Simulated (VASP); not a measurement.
# MoF6 in VASP: a series of runs, part 2 of 2

VASP 6.6.1.

### Step 3. Single point, PBE

File INCAR:

```
  PREC = Accurate
  ENCUT = 400
  EDIFF = 1E-6
  ISMEAR = 0
  SIGMA = 0.01
  LREAL = False
  LASPH = True
  NELM = 80
  ALGO = Fast
  ISIF = 2
  LWAVE = False
  LCHARG = False
  GGA = PE
  NBANDS = 37
  ISYM = 0
```

File KPOINTS:

```
Automatic mesh
0
Gamma
  1 1 1
```

File POSCAR:

```
MoF6                                    
1.0
   12.9937171634      0.0000000000      0.0000000000
    0.0000000000     13.4937171634      0.0000000000
    0.0000000000      0.0000000000     13.9937171634
  Mo              F             
     1     6
Selective dynamics
Direct
     0.4999987500999978    0.5037054403000027    0.5000008179999966   F   F   F
     0.4265398556077928    0.5722474681192135    0.4080135574324218   T   T   T
     0.5679356116789874    0.4341954575550220    0.4050702526965659   T   T   T
     0.6013241263707250    0.5999996248577371    0.4969565456965868   T   T   T
     0.5734590781890877    0.4351634473165440    0.5919874070271166   T   T   T
     0.4320634779058933    0.5732157497659871    0.5949304041808625   T   T   T
     0.3986761104973517    0.4074112918396293    0.5030431116392307   T   T   T
```

Potentials or basis: VASP PAW PBE potentials, release 64 (Mo_sv, F).

The run is started by

```console
$ cat potpaw_PBE.64/Mo_sv/POTCAR potpaw_PBE.64/F/POTCAR > POTCAR
$ mpirun -np 1 vasp_gam > vasp.out
```

OUTCAR:

```text
PREC = Accurate
   ENCUT = 400
   EDIFF = 1E-6
   ISMEAR = 0
   LREAL = False
   LASPH = True
   NELM = 80
   ISIF = 2
   GGA = PE
   ISYM = 0

 ion  position               nearest neighbor table
   1  0.500  0.504  0.500-   7 1.85   2 1.85   5 1.85   4 1.85   6 1.85   3 1.85
   2  0.427  0.572  0.408-   1 1.85
   3  0.568  0.434  0.405-   1 1.85
   4  0.601  0.600  0.497-   1 1.85
   5  0.573  0.435  0.592-   1 1.85
   6  0.432  0.573  0.595-   1 1.85
   7  0.399  0.407  0.503-   1 1.85

IMPORTANT INFORMATION: All symmetrisations will be switched off!
NOSYMM: (Re-)initialisation of all symmetry stuff for point group C_1.

----------------------------------------------------------------------------------------

                                     Primitive cell

  volume of cell :    2453.5680

  direct lattice vectors                    reciprocal lattice vectors
    12.993717163  0.000000000  0.000000000     0.076960271  0.000000000  0.000000000
     0.000000000 13.493717163  0.000000000     0.000000000  0.074108564  0.000000000
     0.000000000  0.000000000 13.993717163     0.000000000  0.000000000  0.071460641

  length of vectors
    12.993717163 13.493717163 13.993717163     0.076960271  0.074108564  0.071460641

  position of ions in fractional coordinates (direct lattice)
     0.499998750  0.503705440  0.500000818
     0.426539856  0.572247468  0.408013557
     0.567935612  0.434195458  0.405070253
     0.601324126  0.599999625  0.496956546
     0.573459078  0.435163447  0.591987407
     0.432063478  0.573215750  0.594930404
     0.398676110  0.407411292  0.503043112

  ion indices of the primitive-cell ions
   primitive index   ion index
                 1           1
                 2           2
                 3           3
                 4           4
                 5           5
                 6           6
                 7           7

----------------------------------------------------------------------------------------

 KPOINTS: Automatic mesh

Automatic generation of k-mesh.
 Grid dimensions read from file:
 generate k-points for:    1    1    1

 Generating k-lattice:

  Cartesian coordinates                     Fractional coordinates (reciprocal lattice)
     0.076960271  0.000000000  0.000000000     1.000000000  0.000000000  0.000000000
     0.000000000  0.074108564  0.000000000     0.000000000  1.000000000  0.000000000
     0.000000000  0.000000000  0.071460641     0.000000000  0.000000000  1.000000000

  Length of vectors
     0.076960271  0.074108564  0.071460641

  Shift w.r.t. Gamma in fractional coordinates (k-lattice)
     0.000000000  0.000000000  0.000000000

 Subroutine IBZKPT returns following result:
 ===========================================

 Found      1 irreducible k-points:

 Following reciprocal coordinates:
            Coordinates               Weight
  0.000000  0.000000  0.000000      1.000000
   k-points           NKPTS =      1   k-points in BZ     NKDIM =      1   number of bands    NBANDS=     37
   number of dos      NEDOS =    301   number of ions     NIONS =      7
   total plane-waves  NPLWV = 777600
   dimension x,y,z NGX =    90 NGY =   90 NGZ =   96
   dimension x,y,z NGXF=   180 NGYF=  180 NGZF=  192
   ions per type =               1   6
   NGX,Y,Z   is equivalent  to a cutoff of  11.51, 11.09, 11.40 a.u.
   NGXF,Y,Z  is equivalent  to a cutoff of  23.03, 22.18, 22.81 a.u.
 SYSTEM =  unknown system
   PREC   = accura    normal or accurate (medium, high low for compatibility)
   ISTART =      0    job   : 0-new  1-cont  2-samecut
   ICHARG =      2    charge: 1-file 2-atom 10-const
   ISPIN  =      1    spin polarized calculation?
   LNONCOLLINEAR =      F non collinear calculations
   LSORBIT =      F    spin-orbit coupling
   LASPH  =      T    aspherical Exc in radial PAW
   ENCUT  =  400.0 eV  29.40 Ry    5.42 a.u.  21.19 22.00 22.82*2*pi/ulx,y,z
   NELM   =     80;   NELMIN=  2; NELMDL= -5     # of ELM steps
   EDIFF  = 0.1E-05   stopping-criterion for ELM
   LREAL  =      F    real-space projection
   EDIFFG = 0.1E-04   stopping-criterion for IOM
   NSW    =      0    number of steps for IOM
   IBRION =     -1    ionic relax: 0-MD 1-quasi-New 2-CG
   NFREE  =      0    steps in history (QN), initial steepest desc. (CG)
   ISIF   =      2    stress and relaxation
   ISYM   =      0    0-nonsym 1-usesym 2-fastsym
   POTIM  = 0.5000    time-step for ionic-motion
   TEBEG  =    0.0;   TEEND  =   0.0 temperature during run
   PSTRESS=    0.0 pullay stress
   NELECT =      56.0000    total number of electrons
   NUPDOWN=      -1.0000    fix difference up-down
   EMIN   =  10.00;   EMAX   =-10.00  energy-range for DOS
   EFERMI =   0.00;   METHOD = LEGACY
   ISMEAR =     0;   SIGMA  =   0.01  broadening in eV -4-tet -1-fermi 0-gaus
   EFERMI_NEDOS =   21; number of points for ismear=-14 and -15
   IALGO  =     68    algorithm
   IMIX   =      4    mixing-type and parameters
     AMIX     =   0.40;   BMIX     =  1.00
     AMIX_MAG =   1.60;   BMIX_MAG =  1.00
  volume/ion in A,a.u.               =     350.51      2365.36
  Fermi-wavevector in a.u.,A,eV,Ry     =   0.464378  0.877547  2.934052  0.215647
  Thomas-Fermi vector in A             =   1.453080
   LORBIT       =      0    0 simple, 1 ext, 2 COOP (PROOUT), +10 PAW based schemes
   GGA     = PE    functional components
   LHFCALC =     F    Hartree Fock is set to
   AEXX    =    0.0000 exact exchange contribution
   IVDW    =     0    specifies the selected vdW correction
   LEPSILON=     F    determine dielectric tensor
   LRPA    =     F    only Hartree local field effects (RPA)
 non-spin polarized calculation
 RMM-DIIS sequential band-by-band and
 Gauss-broadening in eV      SIGMA  =   0.01
  energy-cutoff  :      400.00
  volume of cell :     2453.57
 maximum number of plane-waves:     22266
 NGX is ok and might be reduce to    90
   NGX = 43   NGY = 45   NGZ = 45

 number of electron      56.0000017 magnetization

 Free energy of the ion-electron system (eV)
  ---------------------------------------------------
  ext. energy  EPLUGINS =         0.00000000
  ---------------------------------------------------
  free energy    TOTEN  =       -39.44470013 eV

  energy without entropy =      -39.44470013  energy(sigma->0) =      -39.44470013

 E-fermi : -10.2462     XC(G=0):  -0.6498

 val. band max:      -10.4003718552   @ k =   0.0000   0.0000   0.0000
 cond. band min:      -6.1344746289   @ k =   0.0000   0.0000   0.0000
 fundamental gap:      4.2658972263
 Fermi energy:       -10.2462182334

 k-point     1 :       0.0000    0.0000    0.0000
  band No.  band energies     occupation
      1     -71.2779      2.00000
      2     -45.4525      2.00000
      3     -45.4524      2.00000
      4     -45.4522      2.00000
      5     -30.5544      2.00000
      6     -30.5104      2.00000
      7     -30.5097      2.00000
      8     -29.7060      2.00000
      9     -29.7058      2.00000
     10     -29.7054      2.00000
     11     -14.0944      2.00000
     12     -14.0939      2.00000
     13     -13.3393      2.00000
     14     -13.3389      2.00000
     15     -13.3388      2.00000
     16     -12.6531      2.00000
     17     -11.6015      2.00000
     18     -11.6013      2.00000
     19     -11.6012      2.00000
     20     -11.0202      2.00000
     21     -11.0202      2.00000
     22     -11.0197      2.00000
     23     -10.9873      2.00000
     24     -10.9870      2.00000
     25     -10.9864      2.00000
     26     -10.4011      2.00000
     27     -10.4007      2.00000
     28     -10.4004      2.00000
     29      -6.1345      0.00000
     30      -6.1344      0.00000
     31      -6.1341      0.00000
     32      -0.4208      0.00000
     33       0.5144      0.00000
     34       0.5907      0.00000
     35       0.6050      0.00000
     36       0.7741      0.00000
     37       0.8991      0.00000

------------------------ aborting loop because EDIFF is reached ----------------------------------------

  FORCE on cell =-STRESS in cart. coord.  units (eV):
  Direction    XX          YY          ZZ          XY          YZ          ZX
  --------------------------------------------------------------------------------------
  -------------------------------------------------------------------------------------
  Total       -7.4351628     -7.4171383     -7.4330421     -0.0012985     -0.0015851     -0.0008841
  in kB       -4.8551535     -4.8433835     -4.8537686     -0.0008479     -0.0010351     -0.0005773
  external PRESSURE =      -4.8507685 kB  Pullay stress =       0.0000000 kB

 VOLUME and BASIS-vectors are now :
 -----------------------------------------------------------------------------
  energy-cutoff  :      400.00
  volume of cell :     2453.57
      direct lattice vectors                 reciprocal lattice vectors
    12.993717163  0.000000000  0.000000000     0.076960271  0.000000000  0.000000000
     0.000000000 13.493717163  0.000000000     0.000000000  0.074108564  0.000000000
     0.000000000  0.000000000 13.993717163     0.000000000  0.000000000  0.071460641

 POSITION                                       TOTAL-FORCE (eV/Angst)
 -----------------------------------------------------------------------------------
      6.49684      6.79686      6.99687         0.000773     -0.000464     -0.000623
      5.54234      7.72175      5.70963         0.005818     -0.008861      0.012526
      7.37959      5.85891      5.66844        -0.006606      0.009207      0.007989
      7.81344      8.09623      6.95427        -0.008201     -0.010953      0.002276
      7.45137      5.87197      8.28410        -0.006902      0.008825     -0.011771
      5.61411      7.73481      8.32529         0.006474     -0.008409     -0.008305
      5.18028      5.49749      7.03944         0.008645      0.010655     -0.002093
 -----------------------------------------------------------------------------------
    total drift:                                0.000164      0.003201      0.001342

  FREE ENERGIE OF THE ION-ELECTRON SYSTEM (eV)
  ---------------------------------------------------
  free  energy   TOTEN  =       -39.4447001320 eV

  energy  without entropy=      -39.4447001320  energy(sigma->0) =      -39.44470013
```

It took 1.8 min on 1 thread of Intel Xeon Platinum 8488C (Sapphire Rapids), shared host; peak memory 1.3 GiB.

What came out:

* Free energy: -39.4447 eV
* Largest force: 0.016 eV/Å
* Gap between the frontier levels: 4.27 eV

Forces on the atoms (eV/Å):
```
Mo   0.001  0.000 -0.001
F    0.006 -0.009  0.013
F   -0.007  0.009  0.008
F   -0.008 -0.011  0.002
F   -0.007  0.009 -0.012
F    0.006 -0.008 -0.008
F    0.009  0.011 -0.002
```

Caveat: the cutoff is under 1.25 times the usual one of these potentials, so pressure, stress and relaxed cells hold a basis-set (Pulay) error.

### Step 4. Single point, RPBE

Changes to INCAR since step 3:

```diff
@@ -12,3 +12,3 @@
   LCHARG = False
-  GGA = PE
+  GGA = RP
   NBANDS = 37
```

KPOINTS is that of step 3.

POSCAR is that of step 3.

Potentials or basis: VASP PAW PBE potentials, release 64 (Mo_sv, F).

The run is started by

```console
$ cat potpaw_PBE.64/Mo_sv/POTCAR potpaw_PBE.64/F/POTCAR > POTCAR
$ mpirun -np 1 vasp_gam > vasp.out
```

OUTCAR:

```text
PREC = Accurate
   ENCUT = 400
   EDIFF = 1E-6
   ISMEAR = 0
   LREAL = False
   LASPH = True
   NELM = 80
   ISIF = 2
   GGA = RP
   ISYM = 0

 ion  position               nearest neighbor table
   1  0.500  0.504  0.500-   7 1.85   2 1.85   5 1.85   4 1.85   6 1.85   3 1.85
   2  0.427  0.572  0.408-   1 1.85
   3  0.568  0.434  0.405-   1 1.85
   4  0.601  0.600  0.497-   1 1.85
   5  0.573  0.435  0.592-   1 1.85
   6  0.432  0.573  0.595-   1 1.85
   7  0.399  0.407  0.503-   1 1.85

IMPORTANT INFORMATION: All symmetrisations will be switched off!
NOSYMM: (Re-)initialisation of all symmetry stuff for point group C_1.

----------------------------------------------------------------------------------------

                                     Primitive cell

  volume of cell :    2453.5680

  direct lattice vectors                    reciprocal lattice vectors
    12.993717163  0.000000000  0.000000000     0.076960271  0.000000000  0.000000000
     0.000000000 13.493717163  0.000000000     0.000000000  0.074108564  0.000000000
     0.000000000  0.000000000 13.993717163     0.000000000  0.000000000  0.071460641
[... 126 lines left out ...]
 Fermi energy:       -10.1550224633

 k-point     1 :       0.0000    0.0000    0.0000
  band No.  band energies     occupation
      1     -71.2209      2.00000
      2     -45.3906      2.00000
      3     -45.3906      2.00000
      4     -45.3904      2.00000
      5     -30.5685      2.00000
      6     -30.5323      2.00000
[... 29 lines left out ...]
     36       0.5409      0.00000
     37       0.6847      0.00000

------------------------ aborting loop because EDIFF is reached ----------------------------------------

  FORCE on cell =-STRESS in cart. coord.  units (eV):
  Direction    XX          YY          ZZ          XY          YZ          ZX
  --------------------------------------------------------------------------------------
  -------------------------------------------------------------------------------------
  Total       -6.0144571     -5.9970122     -6.0121947     -0.0011644     -0.0014991     -0.0009874
  in kB       -3.9274341     -3.9160426     -3.9259568     -0.0007603     -0.0009789     -0.0006448
  external PRESSURE =      -3.9231445 kB  Pullay stress =       0.0000000 kB

 VOLUME and BASIS-vectors are now :
 -----------------------------------------------------------------------------
  energy-cutoff  :      400.00
  volume of cell :     2453.57
      direct lattice vectors                 reciprocal lattice vectors
    12.993717163  0.000000000  0.000000000     0.076960271  0.000000000  0.000000000
     0.000000000 13.493717163  0.000000000     0.000000000  0.074108564  0.000000000
     0.000000000  0.000000000 13.993717163     0.000000000  0.000000000  0.071460641

 POSITION                                       TOTAL-FORCE (eV/Angst)
 -----------------------------------------------------------------------------------
      6.49684      6.79686      6.99687         0.000753     -0.000390     -0.000550
      5.54234      7.72175      5.70963        -0.154800      0.146895     -0.204220
      7.37959      5.85891      5.66844         0.141929     -0.148648     -0.215581
      7.81344      8.09623      6.95427         0.213374      0.207834     -0.004865
      7.45137      5.87197      8.28410         0.153734     -0.146991      0.204925
      5.61411      7.73481      8.32529        -0.142061      0.149557      0.215292
      5.18028      5.49749      7.03944        -0.212928     -0.208257      0.005000
 -----------------------------------------------------------------------------------
    total drift:                                0.000090      0.003474      0.001428

  FREE ENERGIE OF THE ION-ELECTRON SYSTEM (eV)
  ---------------------------------------------------
  free  energy   TOTEN  =       -37.8975404694 eV

  energy  without entropy=      -37.8975404694  energy(sigma->0) =      -37.89754047
```

stdout:

```text
POSCAR found type information on POSCAR MoF
 POSCAR found :  2 types and       7 ions
 scaLAPACK will be used
 -----------------------------------------------------------------------------
|                                                                             |
|                                                                             |
|     You enforced a specific xc type in the INCAR file but a different       |
|     I HOPE YOU KNOW WHAT YOU ARE DOING!                                     |
|                                                                             |
 -----------------------------------------------------------------------------

 LDA part: xc-table for (Slater+PW92), standard interpolation
 POSCAR, INCAR and KPOINTS ok, starting setup
 FFT: planning ... GRIDC
 FFT: planning ... GRID_SOFT
 FFT: planning ... GRID
 WAVECAR not read
 entering main loop
```

Wall time 2.3 min (1 thread of Intel Xeon Platinum 8488C (Sapphire Rapids), shared host); peak memory 1.3 GiB.

What came out:

```
Free energy                     : -37.8975 eV
Largest force                   : 0.298 eV/Å
Gap between the frontier levels : 4.26 eV
```

Forces on the atoms (eV/Å):
```
Mo   0.001  0.000 -0.001
F   -0.155  0.147 -0.204
F    0.142 -0.149 -0.216
F    0.213  0.208 -0.005
F    0.154 -0.147  0.205
F   -0.142  0.150  0.215
F   -0.213 -0.208  0.005
```

Levels at points of the mesh, in eV from the valence-band top:
| k point | band 25 | band 26 | band 27 | band 28 | band 29 | band 30 | band 31 | band 32 |
| --- | --- | --- | --- | --- | --- | --- | --- | --- |
| (0.00, 0.00, 0.00) | -0.58 | 0.00 | 0.00 | 0.00 | 4.26 | 4.26 | 4.26 | 9.82 |

Caveat: the cutoff is under 1.25 times the usual one of these potentials, so pressure, stress and relaxed cells hold a basis-set (Pulay) error; the PAW data sets were made with another functional, which shifts forces and pressure a little.

### Step 5. Single point, RPBE+D3(BJ)

Changes to INCAR since step 4:

```diff
@@ -13,2 +13,3 @@
   GGA = RP
+  IVDW = 12
   NBANDS = 37
```

KPOINTS is that of step 4.

POSCAR is that of step 4.

The run is started by

```console
$ cat potpaw_PBE.64/Mo_sv/POTCAR potpaw_PBE.64/F/POTCAR > POTCAR
$ mpirun -np 1 vasp_gam > vasp.out
```

It took 2.3 min on 1 thread of Intel Xeon Platinum 8488C (Sapphire Rapids), shared host; peak memory 1.2 GiB.

Results (log left out):

* Free energy: -38.9330 eV
* Largest force: 0.216 eV/Å
* Gap between the frontier levels: 4.26 eV
* Dispersion energy per atom: -0.148 eV

Forces on the atoms (eV/Å):
```
Mo   0.001  0.000 -0.001
F   -0.112  0.106 -0.147
F    0.103 -0.107 -0.156
F    0.155  0.150 -0.003
F    0.111 -0.106  0.148
F   -0.103  0.108  0.156
F   -0.154 -0.150  0.003
```

Levels at points of the mesh, in eV from the valence-band top:
```csv
k point,band 25,band 26,band 27,band 28,band 29,band 30,band 31,band 32
"(0.00, 0.00, 0.00)",-0.58,0.00,0.00,0.00,4.26,4.26,4.26,9.82
```

Caveat: the cutoff is under 1.25 times the usual one of these potentials, so pressure, stress and relaxed cells hold a basis-set (Pulay) error; the PAW data sets were made with another functional, which shifts forces and pressure a little.

### Step 6. Overview

```csv
task,level,cell,atoms held fixed (from 0),gap on the mesh (eV),largest force (eV/Å)
relaxation of the atoms,PBE+D3(BJ),atoms relaxed,[0],4.27,-
single point,PBE,as given,-,4.27,0.02
single point,RPBE,as given,-,4.26,0.30
single point,RPBE+D3(BJ),as given,-,4.26,0.22
```

Alike in all rows: potentials or basis VASP PAW PBE potentials, release 64 (Mo_sv, F); no spin polarisation; k mesh 1 × 1 × 1; cutoff (eV) 400; smearing gaussian 0.01 eV.

On the cell as given the gap runs from 4.26 eV (RPBE) to 4.27 eV (PBE).

Caveats: the cutoff is under 1.25 times the usual one of these potentials, so pressure, stress and relaxed cells hold a basis-set (Pulay) error; the PAW data sets were made with another functional, which shifts forces and pressure a little (some runs).

Total energies depend on the potentials used, so only differences within one code and one set of settings carry meaning.
